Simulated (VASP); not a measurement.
# Al15VN16 (a cell with a defect) in VASP: notebook

The runs below take Al15VN16 (a cell with a defect) through single point, with PBEsol+U, PBEsol.

All numbers are computed with VASP 6.6.1; they aren't measurements. Logs are shortened: lines on timing, memory, paths and dates and some standing lists are left out, and cuts for length are marked.

## 1. Starting point

The cell holds a defect, 32 atoms: a = 6.220 Å, b = 6.220 Å, c = 9.960 Å, α = 90.00°, β = 90.00°, γ = 120.00°.

## 2. Single point, PBEsol+U

INCAR reads:

```
PREC     = Accurate       # precision mode
ENCUT    = 450            # plane-wave cutoff, eV
EDIFF    = 1E-5           # SCF threshold, eV
ISMEAR   = 0              # smearing method
SIGMA    = 0.03           # smearing width, eV
LREAL    = Auto         
LASPH    = True           # aspherical terms in the spheres
NELM     = 120            # most SCF steps
ALGO     = Normal         # electronic algorithm
ISIF     = 2              # what is computed and relaxed
LWAVE    = False          # write WAVECAR
LCHARG   = False          # write CHGCAR
LMAXMIX  = 4              # l up to which the mixer works
LDAU     = True           # DFT+U
LDAUTYPE = 2            
LDAUL    = 2 -1 -1        # shell
LDAUU    = 3 0 0          # U, eV
LDAUJ    = 0 0 0        
LDAUPRINT= 1            
GGA      = PS             # functional
LORBIT   = 11             # projections on sites
```

KPOINTS reads:

```
regular mesh
0
Gamma
  3 3 2
```

POSCAR reads:

```
Al15VN16
1.0
    6.2200008610      0.0000000000      0.0000000000
   -3.1100004305      5.3866787572      0.0000000000
    0.0000000000      0.0000000000      9.9600000000
V Al N
1 15 16
Direct
    0.3333333333      0.1666666667      0.0000000000
    0.3333333333      0.1666666667      0.5000000000
    0.3333333333      0.6666666667      0.0000000000
    0.3333333333      0.6666666667      0.5000000000
    0.8333333333      0.1666666667      0.0000000000
    0.8333333333      0.1666666667      0.5000000000
    0.8333333333      0.6666666667      0.0000000000
    0.8333333333      0.6666666667      0.5000000000
    0.1666666667      0.3333333333      0.2500000000
    0.1666666667      0.3333333333      0.7500000000
    0.1666666667      0.8333333333      0.2500000000
    0.1666666667      0.8333333333      0.7500000000
    0.6666666667      0.3333333333      0.2500000000
    0.6666666667      0.3333333333      0.7500000000
    0.6666666667      0.8333333333      0.2500000000
    0.6666666667      0.8333333333      0.7500000000
    0.3333333333      0.1666666667      0.1910000000
    0.3333333333      0.1666666667      0.6910000000
    0.3333333333      0.6666666667      0.1910000000
    0.3333333333      0.6666666667      0.6910000000
    0.8333333333      0.1666666667      0.1910000000
    0.8333333333      0.1666666667      0.6910000000
    0.8333333333      0.6666666667      0.1910000000
    0.8333333333      0.6666666667      0.6910000000
    0.1666666667      0.3333333333      0.4410000000
    0.1666666667      0.3333333333      0.9410000000
    0.1666666667      0.8333333333      0.4410000000
    0.1666666667      0.8333333333      0.9410000000
    0.6666666667      0.3333333333      0.4410000000
    0.6666666667      0.3333333333      0.9410000000
    0.6666666667      0.8333333333      0.4410000000
    0.6666666667      0.8333333333      0.9410000000
```

Potentials or basis: VASP PAW PBE potentials, release 64 (V_sv, Al, N).

Launch:

```sh
$ cat potpaw_PBE.64/V_sv/POTCAR potpaw_PBE.64/Al/POTCAR potpaw_PBE.64/N/POTCAR > POTCAR
$ mpirun -np 1 vasp_std > vasp.out
```

OUTCAR:

```text
PREC = Accurate
   ENCUT = 450
   EDIFF = 1E-5
   ISMEAR = 0
   LREAL = Auto
   LASPH = True
   NELM = 120
   ISIF = 2
   GGA = PS
   LORBIT = 11

 ion  position               nearest neighbor table
   1  0.333  0.167  0.000-  26 1.89  30 1.89  28 1.89  17 1.90   9 3.07  10 3.07  13 3.07  14 3.07
                            11 3.07  12 3.07   5 3.11   5 3.11   7 3.11   3 3.11   3 3.11   7 3.11
   2  0.333  0.167  0.500-  25 1.89  29 1.89  27 1.89  18 1.90   9 3.07  10 3.07  13 3.07  14 3.07
                            11 3.07  12 3.07   6 3.11   6 3.11   8 3.11   4 3.11   4 3.11   8 3.11
   3  0.333  0.667  0.000-  28 1.89  32 1.89  26 1.89  19 1.90  11 3.07  12 3.07  15 3.07  16 3.07
                             9 3.07  10 3.07   7 3.11   7 3.11   1 3.11   1 3.11   5 3.11   5 3.11
   4  0.333  0.667  0.500-  27 1.89  31 1.89  25 1.89  20 1.90  11 3.07  12 3.07  15 3.07  16 3.07
                             9 3.07  10 3.07   8 3.11   8 3.11   2 3.11   2 3.11   6 3.11   6 3.11
   5  0.833  0.167  0.000-  30 1.89  26 1.89  32 1.89  21 1.90  13 3.07  14 3.07   9 3.07  10 3.07
                            15 3.07  16 3.07   1 3.11   1 3.11   7 3.11   7 3.11   3 3.11   3 3.11
   6  0.833  0.167  0.500-  29 1.89  25 1.89  31 1.89  22 1.90  13 3.07  14 3.07   9 3.07  10 3.07
                            15 3.07  16 3.07   2 3.11   2 3.11   8 3.11   8 3.11   4 3.11   4 3.11
   7  0.833  0.667  0.000-  32 1.89  28 1.89  30 1.89  23 1.90  15 3.07  16 3.07  11 3.07  12 3.07
                            13 3.07  14 3.07   3 3.11   3 3.11   5 3.11   5 3.11   1 3.11   1 3.11
   8  0.833  0.667  0.500-  31 1.89  27 1.89  29 1.89  24 1.90  15 3.07  16 3.07  11 3.07  12 3.07
                            13 3.07  14 3.07   4 3.11   4 3.11   6 3.11   6 3.11   2 3.11   2 3.11
   9  0.167  0.333  0.250-  17 1.89  21 1.89  19 1.89  25 1.90   1 3.07   2 3.07   5 3.07   6 3.07
[... 17 lines left out ...]
  19  0.333  0.667  0.191-  11 1.89  15 1.89   9 1.89   3 1.90
  20  0.333  0.667  0.691-  12 1.89  16 1.89  10 1.89   4 1.90
  21  0.833  0.167  0.191-  13 1.89   9 1.89  15 1.89   5 1.90
  22  0.833  0.167  0.691-  14 1.89  10 1.89  16 1.89   6 1.90
[... 8 lines left out ...]
  31  0.667  0.833  0.441-   8 1.89   4 1.89   6 1.89  15 1.90
  32  0.667  0.833  0.941-   7 1.89   3 1.89   5 1.89  16 1.90

  LATTYP: Found a hexagonal cell.
 ALAT       =     6.2200008610
 C/A-ratio  =     1.6012859520

  Lattice vectors:

 A1 = (   6.2200008610,   0.0000000000,   0.0000000000)
 A2 = (  -3.1100004305,   5.3866787572,   0.0000000000)
 A3 = (   0.0000000000,   0.0000000000,   9.9600000000)

Analysis of symmetry for initial positions (statically):
=====================================================================
 Subroutine PRICEL returns:
 Original cell was already a primitive cell.

 Routine SETGRP: Setting up the symmetry group for a
 hexagonal supercell.

 Subroutine GETGRP returns: Found  6 space group operations
 (whereof  2 operations were pure point group operations)
 out of a pool of 24 trial point group operations.

The static configuration has the point symmetry C_1h.
 The point group associated with its full space group is C_3v.

Analysis of symmetry for dynamics (positions and initial velocities):
=====================================================================
 Subroutine PRICEL returns:
 Original cell was already a primitive cell.

 Routine SETGRP: Setting up the symmetry group for a
 hexagonal supercell.

 Subroutine GETGRP returns: Found  6 space group operations
 (whereof  2 operations were pure point group operations)
 out of a pool of 24 trial point group operations.

The dynamic configuration has the point symmetry C_1h.
 The point group associated with its full space group is C_3v.

 Subroutine INISYM returns: Found  6 space group operations
 (whereof  2 operations are pure point group operations),
 and found     1 'primitive' translations

----------------------------------------------------------------------------------------

                                     Primitive cell

  volume of cell :     333.7113

  direct lattice vectors                    reciprocal lattice vectors
     6.220000861  0.000000000  0.000000000     0.160771682  0.092821574  0.000000000
    -3.110000430  5.386678757  0.000000000     0.000000000  0.185643148  0.000000000
[... 146 lines left out ...]
     AMIX_MAG =   1.60;   BMIX_MAG =  1.00
  volume/ion in A,a.u.               =      10.43        70.37
  Fermi-wavevector in a.u.,A,eV,Ry     =   1.219675  2.304852 20.240134  1.487608
  Thomas-Fermi vector in A             =   2.354919
   LORBIT       =     11    0 simple, 1 ext, 2 COOP (PROOUT), +10 PAW based schemes
 LDA+U is selected, type is set to LDAUTYPE =  2
   angular momentum for each species LDAUL =     2   -1   -1
   U (eV)           for each species LDAUU =   3.0  0.0  0.0
   J (eV)           for each species LDAUJ =   0.0  0.0  0.0
   GGA     = PS    functional components
   LHFCALC =     F    Hartree Fock is set to
   AEXX    =    0.0000 exact exchange contribution
   IVDW    =     0    specifies the selected vdW correction
   LEPSILON=     F    determine dielectric tensor
   LRPA    =     F    only Hartree local field effects (RPA)
 non-spin polarized calculation
 Gauss-broadening in eV      SIGMA  =   0.03
  energy-cutoff  :      450.00
  volume of cell :      333.71
 maximum number of plane-waves:      7283
 NGX is ok and might be reduce to    48
   NGX = 21   NGY = 21   NGZ = 35

atom =   1  type =  1  l = 2

 onsite density matrix

spin component  1

  0.2771  0.0000 -0.0000  0.0802  0.0000
  0.0000  0.4184  0.0000 -0.0000  0.0802
 -0.0000  0.0000  0.2399  0.0000  0.0000
  0.0802 -0.0000  0.0000  0.4184 -0.0000
  0.0000  0.0802  0.0000 -0.0000  0.2771

spin component  2

  0.2771  0.0000 -0.0000  0.0802  0.0000
  0.0000  0.4184  0.0000 -0.0000  0.0802
 -0.0000  0.0000  0.2399  0.0000  0.0000
  0.0802 -0.0000  0.0000  0.4184 -0.0000
  0.0000  0.0802  0.0000 -0.0000  0.2771

 occupancies and eigenvectors

  o =  0.2399  v =  0.0000 -0.0000 -1.0000  0.0000  0.0000  0.0000  0.0000  0.0000  0.0000  0.0000      0.0000  0.0000  0.0000  0.0000  0.0000  0.0000  0.0000  0.0000  0.0000  0.0000
  o =  0.2399  v =  0.0000  0.0000  0.0000  0.0000  0.0000  0.0000 -0.0000 -1.0000  0.0000  0.0000      0.0000  0.0000  0.0000  0.0000  0.0000  0.0000  0.0000  0.0000  0.0000  0.0000
  o =  0.2409  v =  0.0000  0.0000  0.0000  0.0000  0.0000 -0.9113  0.0000 -0.0000  0.4117  0.0000      0.0000  0.0000  0.0000  0.0000  0.0000  0.0000  0.0000  0.0000  0.0000  0.0000
  o =  0.2409  v = -0.9113  0.0000 -0.0000  0.4117  0.0000  0.0000  0.0000  0.0000  0.0000  0.0000      0.0000  0.0000  0.0000  0.0000  0.0000  0.0000  0.0000  0.0000  0.0000  0.0000
  o =  0.2409  v =  0.0000  0.0000  0.0000  0.0000  0.0000  0.0000  0.4117 -0.0000  0.0000 -0.9113      0.0000  0.0000  0.0000  0.0000  0.0000  0.0000  0.0000  0.0000  0.0000  0.0000
  o =  0.2409  v =  0.0000  0.4117 -0.0000  0.0000 -0.9113  0.0000  0.0000  0.0000  0.0000  0.0000      0.0000  0.0000  0.0000  0.0000  0.0000  0.0000  0.0000  0.0000  0.0000  0.0000
  o =  0.4546  v = -0.4117  0.0000  0.0000 -0.9113 -0.0000  0.0000  0.0000  0.0000  0.0000  0.0000      0.0000  0.0000  0.0000  0.0000  0.0000  0.0000  0.0000  0.0000  0.0000  0.0000
  o =  0.4546  v =  0.0000  0.0000  0.0000  0.0000  0.0000 -0.4117  0.0000  0.0000 -0.9113 -0.0000      0.0000  0.0000  0.0000  0.0000  0.0000  0.0000  0.0000  0.0000  0.0000  0.0000
  o =  0.4546  v =  0.0000 -0.9113 -0.0000  0.0000 -0.4117  0.0000  0.0000  0.0000  0.0000  0.0000      0.0000  0.0000  0.0000  0.0000  0.0000  0.0000  0.0000  0.0000  0.0000  0.0000
  o =  0.4546  v =  0.0000  0.0000  0.0000  0.0000  0.0000  0.0000 -0.9113 -0.0000  0.0000 -0.4117      0.0000  0.0000  0.0000  0.0000  0.0000  0.0000  0.0000  0.0000  0.0000  0.0000

 number of electron     137.9999973 magnetization

 Free energy of the ion-electron system (eV)
  ---------------------------------------------------
  ext. energy  EPLUGINS =         0.00000000
  ---------------------------------------------------
  free energy    TOTEN  =      -249.40442133 eV

  energy without entropy =     -249.40092081  energy(sigma->0) =     -249.40267107

 E-fermi :   9.6257     XC(G=0): -11.2008

 val. band max:        9.6174907873   @ k =   0.0000   0.0000   0.0000
 cond. band min:       9.6337899069   @ k =   0.0000   0.0000   0.5000
 fundamental gap:      0.0162991196
 Fermi energy:         9.6256505040

 k-point     1 :       0.0000    0.0000    0.0000
  band No.  band energies     occupation
      1     -55.6381      2.00000
      2     -29.7959      2.00000
      3     -29.7959      2.00000
      4     -29.5410      2.00000
      5      -9.0133      2.00000
      6      -8.1380      2.00000
[... 493 lines left out ...]
     80      12.8073      0.00000
     81      12.8550      0.00000
 [bands above 81 left out]

------------------------ aborting loop because EDIFF is reached ----------------------------------------

  FORCE on cell =-STRESS in cart. coord.  units (eV):
  Direction    XX          YY          ZZ          XY          YZ          ZX
  --------------------------------------------------------------------------------------
  -------------------------------------------------------------------------------------
  Total        4.5387385      4.5387385      3.7419365     -0.0000000     -0.0000000     -0.0000000
  in kB       21.7908856     21.7908856     17.9653688     -0.0000000     -0.0000000     -0.0000000
  external PRESSURE =      20.5157133 kB  Pullay stress =       0.0000000 kB

 VOLUME and BASIS-vectors are now :
 -----------------------------------------------------------------------------
  energy-cutoff  :      450.00
  volume of cell :      333.71
      direct lattice vectors                 reciprocal lattice vectors
     6.220000861  0.000000000  0.000000000     0.160771682  0.092821574  0.000000000
    -3.110000430  5.386678757  0.000000000     0.000000000  0.185643148  0.000000000
     0.000000000  0.000000000  9.960000000     0.000000000  0.000000000  0.100401606

 POSITION                                       TOTAL-FORCE (eV/Angst)
 -----------------------------------------------------------------------------------
      1.55500      0.89778      0.00000         0.000000      0.000000     -0.683013
      1.55500      0.89778      4.98000         0.000000      0.000000     -0.134992
     -0.00000      3.59112      0.00000        -0.056540     -0.032644      0.269571
     -0.00000      3.59112      4.98000         0.005630      0.003250     -0.063436
      4.66500      0.89778      0.00000         0.000000      0.065287      0.269571
      4.66500      0.89778      4.98000         0.000000     -0.006500     -0.063436
[... 24 lines left out ...]
      1.55500      4.48890      4.39236         0.000000     -0.000000      0.053269
      1.55500      4.48890      9.37236         0.000000      0.000000     -0.060081
 -----------------------------------------------------------------------------------
    total drift:                               -0.000002      0.000003      0.028593

  FREE ENERGIE OF THE ION-ELECTRON SYSTEM (eV)
  ---------------------------------------------------
  free  energy   TOTEN  =      -249.4044213293 eV

  energy  without entropy=     -249.4009208058  energy(sigma->0) =     -249.40267107

 total charge

# of ion       s       p       d       tot
------------------------------------------
    1        2.335   6.308   3.223  11.866
    2        0.369   0.443   0.000   0.812
    3        0.371   0.443   0.000   0.814
    4        0.369   0.443   0.000   0.813
    5        0.371   0.443   0.000   0.814
    6        0.369   0.443   0.000   0.813
[... 24 lines left out ...]
   31        1.223   2.614   0.000   3.837
   32        1.224   2.613   0.000   3.837
--------------------------------------------------
tot         27.499  54.690   3.223  85.411
```

It took 8.3 min on 1 thread of Intel Xeon Platinum 8559C (Emerald Rapids), shared host; peak memory 0.42 GiB.

Results:

| Property | Result |
| --- | --- |
| Free energy | -249.4044 eV |
| Largest force | 1.569 eV/Å |
| Band gap on the k mesh | none (metal or under the smearing width) |
| Valence electrons inside the program's atomic spheres | V 11.87; Al 0.81; N 3.83, 3.84 |

Forces on the atoms (eV/Å):
```
V    0.000  0.000 -0.683
Al   0.000  0.000 -0.135
Al  -0.057 -0.033  0.270
Al   0.006  0.003 -0.063
Al   0.000  0.065  0.270
Al   0.000 -0.006 -0.063
Al   0.057 -0.033  0.270
Al  -0.006  0.003 -0.063
Al  -0.023  0.013 -0.004
Al  -0.040  0.023 -0.117
Al   0.000 -0.026 -0.004
Al   0.000 -0.047 -0.117
Al   0.023  0.013 -0.004
Al   0.040  0.023 -0.117
Al   0.000  0.000  0.051
Al   0.000  0.000 -0.052
N    0.000  0.000  1.569
N    0.000  0.000  0.128
N    0.009  0.005 -0.036
N    0.033  0.019  0.071
N    0.000 -0.011 -0.036
N    0.000 -0.038  0.071
N   -0.009  0.005 -0.036
N   -0.033  0.019  0.071
N   -0.021  0.012  0.073
N   -1.062  0.613 -0.483
N    0.000 -0.024  0.073
N    0.000 -1.227 -0.483
N    0.021  0.012  0.073
N    1.062  0.613 -0.483
N    0.000  0.000  0.053
N    0.000  0.000 -0.060
```

Eigenvalues of the final occupation matrices:
```
    site  spin  trace               eigenvalues
site 1 d     1   1.63  0.24 0.24 0.24 0.45 0.45
site 1 d     2   1.63  0.24 0.24 0.24 0.45 0.45
```

Caveat: the k mesh is coarse (spacing up to 0.39 Å⁻¹), so the values aren't converged; the cutoff is under 1.25 times the usual one of these potentials, so pressure, stress and relaxed cells hold a basis-set (Pulay) error; the PAW data sets were made with another functional, which shifts forces and pressure a little; the run has no spin polarisation, though such a crystal can be magnetic; U without spin polarisation on a metal has little footing.

[end of part 1 of 2]
